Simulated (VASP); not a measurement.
A run of VASP 6.6.1:

The input INCAR:

```
SYSTEM = CuPd
PREC = Accurate
ENCUT = 600
EDIFF = 1E-7
ISMEAR = 0
SIGMA = 0.1
LREAL = .FALSE.
LASPH = .TRUE.
NELM = 100
ALGO = Normal
ISIF = 3
LWAVE = .FALSE.
LCHARG = .FALSE.
GGA = CA
IBRION = 2
NSW = 100
EDIFFG = -0.005
```

File KPOINTS:

```
regular mesh
0
G
  14 14 14
  0 0 0
```

POSCAR

```
CuPd
1.0
    2.9329858447      0.0000000000      0.0000000000
    0.0000000000      2.9329858447      0.0000000000
    0.0000000000      0.0000000000      2.9329858447
Cu Pd
1 1
Direct
    0.0000000000      0.0000000000      0.0000000000
    0.5000000000      0.5000000000      0.5000000000
```

Potentials or basis: VASP PAW LDA potentials, release 64 (Cu, Pd).

Command:

```bash
$ cat potpaw_LDA.64/Cu/POTCAR potpaw_LDA.64/Pd/POTCAR > POTCAR
$ mpirun -np 1 vasp_std > vasp.out
```

Hardware: 1 thread of Intel(R) Xeon(R) 6975P-C (Granite Rapids), on a shared host.

Problem. How long does it take, and how much memory?

Solution. Wall time 14 s on 1 thread of Intel(R) Xeon(R) 6975P-C (Granite Rapids), on a shared host, peak memory 0.17 GiB. Counts: scf iterations 14, k points 120, ion steps 1.
